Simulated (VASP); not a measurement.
All values below come from PBEsol GGA, VASP's PBE PAW potentials (set 64) (plane waves; VASP).

VASP ran on this input.

**POSCAR**
```
Ho
1.0
  1.7900000000  -3.1003710000   0.0000000000
  1.7900000000   3.1003710000   0.0000000000
  0.0000000000   0.0000000000   5.6200000000
Ho
2
Direct
  0.3333330000   0.6666670000   0.2500000000
  0.6666670000   0.3333330000   0.7500000000
```

KPOINTS:
```
Automatic mesh
0
Gamma
11 11 6
0 0 0
```

### INCAR
```
IBRION=2
LREAL=.FALSE.
ENCUT=400   ! plane-wave cut-off (eV)
LMAXMIX=6   ! l cut-off of mixed one-centre charges
EDIFF=1E-6   ! SCF stop (eV)
GGA=PS   ! PBEsol
ISMEAR=1   ! Methfessel-Paxton
SIGMA=0.1
SYSTEM=Ho
LASPH=.TRUE.   ! aspherical one-centre terms
NELM=100
NSW=60   ! most ionic steps
ISIF=3   ! ions, shape and volume
LWAVE=.FALSE.
ALGO=Normal
LCHARG=.FALSE.
PREC=Accurate
EDIFFG=-0.01
```

POTCAR, in this order: Ho_3 (PBE.64 set). Program: vasp_std.

The run wrote:

**OSZICAR**
```
       N       E                     dE             d eps       ncg     rms          rms(c)
DAV:   1     0.574952040727E+02    0.57495E+02   -0.76435E+03  1973   0.108E+03
DAV:   2    -0.616359036767E+01   -0.63659E+02   -0.62309E+02  2489   0.455E+02
DAV:   3    -0.968060744044E+01   -0.35170E+01   -0.33471E+01  2808   0.753E+01
DAV:   4    -0.986710946931E+01   -0.18650E+00   -0.16496E+00  2818   0.102E+01
DAV:   5    -0.987232713118E+01   -0.52177E-02   -0.52647E-02  2734   0.197E+00    0.240E+01
DAV:   6    -0.986053212910E+01    0.11795E-01   -0.30205E-02  2793   0.224E+00    0.143E+01
DAV:   7    -0.986410264721E+01   -0.35705E-02   -0.52630E-02  2661   0.303E+00    0.312E-01
DAV:   8    -0.986367205492E+01    0.43059E-03   -0.32557E-03  2435   0.616E-01    0.578E-02
DAV:   9    -0.986368326857E+01   -0.11214E-04   -0.23605E-04  2811   0.183E-01    0.318E-02
DAV:  10    -0.986367807743E+01    0.51911E-05   -0.22115E-05  2803   0.501E-02    0.329E-02
DAV:  11    -0.986367819694E+01   -0.11951E-06   -0.83696E-07  1552   0.113E-02
   1 F= -.98636782E+01 E0= -.98646380E+01  d E =-.986368E+01
       N       E                     dE             d eps       ncg     rms          rms(c)
DAV:   1    -0.101196595602E+02   -0.25598E+00   -0.45657E+00  2344   0.214E+01    0.300E+00
DAV:   2    -0.996479654373E+01    0.15486E+00   -0.41793E-01  2378   0.829E+00    0.134E+00
DAV:   3    -0.988765718178E+01    0.77139E-01   -0.16423E-01  2496   0.505E+00    0.500E-01
DAV:   4    -0.988687311872E+01    0.78406E-03   -0.11045E-02  2430   0.129E+00    0.376E-01
DAV:   5    -0.988686928954E+01    0.38292E-05   -0.13018E-03  2487   0.409E-01    0.336E-02
DAV:   6    -0.988683982674E+01    0.29463E-04   -0.10969E-04  2887   0.138E-01    0.196E-02
DAV:   7    -0.988683143696E+01    0.83898E-05   -0.11150E-05  2585   0.344E-02    0.425E-03
DAV:   8    -0.988683112151E+01    0.31545E-06   -0.49543E-07  1127   0.139E-02
   2 F= -.98868311E+01 E0= -.98874244E+01  d E =-.231529E-01
       N       E                     dE             d eps       ncg     rms          rms(c)
DAV:   1    -0.989280486951E+01   -0.59734E-02   -0.10168E-01  2296   0.308E+00    0.462E-01
DAV:   2    -0.988943267536E+01    0.33722E-02   -0.99119E-03  2437   0.137E+00    0.199E-01
DAV:   3    -0.988771201259E+01    0.17207E-02   -0.32440E-03  2521   0.718E-01    0.672E-02
DAV:   4    -0.988766444930E+01    0.47563E-04   -0.30504E-04  2576   0.220E-01    0.500E-02
DAV:   5    -0.988765998905E+01    0.44602E-05   -0.27875E-05  2460   0.576E-02    0.554E-03
DAV:   6    -0.988765905857E+01    0.93048E-06   -0.15774E-06  1345   0.230E-02
   3 F= -.98876591E+01 E0= -.98883669E+01  d E =-.239809E-01
       N       E                     dE             d eps       ncg     rms          rms(c)
DAV:   1    -0.988771997905E+01   -0.59990E-04   -0.12399E-03  2279   0.347E-01    0.540E-02
DAV:   2    -0.988767838236E+01    0.41597E-04   -0.12660E-04  2519   0.155E-01    0.229E-02
DAV:   3    -0.988765650428E+01    0.21878E-04   -0.40021E-05  2526   0.797E-02    0.758E-03
DAV:   4    -0.988765554855E+01    0.95573E-06   -0.35629E-06  1686   0.248E-02
   4 F= -.98876555E+01 E0= -.98883756E+01  d E =-.239774E-01
       N       E                     dE             d eps       ncg     rms          rms(c)
DAV:   1    -0.988949342381E+01   -0.18369E-02   -0.59696E-02  2448   0.222E+00    0.162E-01
DAV:   2    -0.988867580141E+01    0.81762E-03   -0.14679E-03  2623   0.432E-01    0.106E-01
DAV:   3    -0.988828567220E+01    0.39013E-03   -0.47794E-04  2905   0.217E-01    0.520E-02
DAV:   4    -0.988828083323E+01    0.48390E-05   -0.74371E-05  2667   0.732E-02    0.246E-02
DAV:   5    -0.988828017101E+01    0.66222E-06   -0.31550E-06  1666   0.210E-02
   5 F= -.98882802E+01 E0= -.98892258E+01  d E =-.624622E-03
       N       E                     dE             d eps       ncg     rms          rms(c)
DAV:   1    -0.989118383406E+01   -0.29030E-02   -0.13107E-01  2438   0.329E+00    0.247E-01
DAV:   2    -0.988940895511E+01    0.17749E-02   -0.32038E-03  2610   0.640E-01    0.148E-01
DAV:   3    -0.988855652020E+01    0.85243E-03   -0.10488E-03  2903   0.322E-01    0.679E-02
DAV:   4    -0.988854619074E+01    0.10329E-04   -0.16583E-04  2675   0.109E-01    0.334E-02
DAV:   5    -0.988854549198E+01    0.69877E-06   -0.80110E-06  2252   0.314E-02
   6 F= -.98885455E+01 E0= -.98898235E+01  d E =-.889943E-03
```

**OUTCAR**
```
------------------------ aborting loop because EDIFF is reached ----------------------------------------
  FORCE on cell =-STRESS in cart. coord.  units (eV):
  Direction    XX          YY          ZZ          XY          YZ          ZX
  --------------------------------------------------------------------------------------
  Total       -0.0167821     -0.0167821      0.0120135      0.0000000     -0.0000000      0.0000000
  in kB       -0.4528092     -0.4528093      0.3241463      0.0000000     -0.0000000      0.0000000
  external PRESSURE =      -0.1938241 kB  Pullay stress =       0.0000000 kB
  volume of cell :       59.38
      direct lattice vectors                 reciprocal lattice vectors
     1.773916764 -3.072514017  0.000000000     0.281862154 -0.162733188  0.000000000
     1.773916764  3.072514017 -0.000000000     0.281862154  0.162733188  0.000000000
    -0.000000000 -0.000000000  5.447328647     0.000000000  0.000000000  0.183576220
 POSITION                                       TOTAL-FORCE (eV/Angst)
 -----------------------------------------------------------------------------------
      1.77392      1.02417      1.36183         0.000000     -0.000000     -0.000000
      1.77392     -1.02417      4.08550        -0.000000      0.000000      0.000000
 -----------------------------------------------------------------------------------
    total drift:                               -0.000002      0.000087     -0.000011
  FREE ENERGIE OF THE ION-ELECTRON SYSTEM (eV)
  ---------------------------------------------------
  free  energy   TOTEN  =        -9.8885454920 eV

  energy  without entropy=       -9.8923795267  energy(sigma->0) =       -9.88982350

 reached required accuracy - stopping structural energy minimisation
```
(Selected blocks of OUTCAR.)

File CONTCAR:
```
Ho
   1.00000000000000
     1.7739167639869162   -3.0725140165842388    0.0000000000000000
     1.7739167639869162    3.0725140165842388   -0.0000000000000000
    -0.0000000000000000   -0.0000000000000000    5.4473286470866071
  Ho
     2
Direct
     0.3333330000000032    0.6666669999999968    0.2500000000000000
     0.6666669999999968    0.3333330000000032    0.7500000000000000
```

The 4f electrons are frozen in the core of the lanthanide potential, so 4f levels, which can set the real gap, and their magnetism are missing. Energy and stress use the plane-wave basis of the starting cell.

The compound is Ho in the hcp structure. This run relaxes it. Symmetry was kept, so distortions that lower it aren't found.
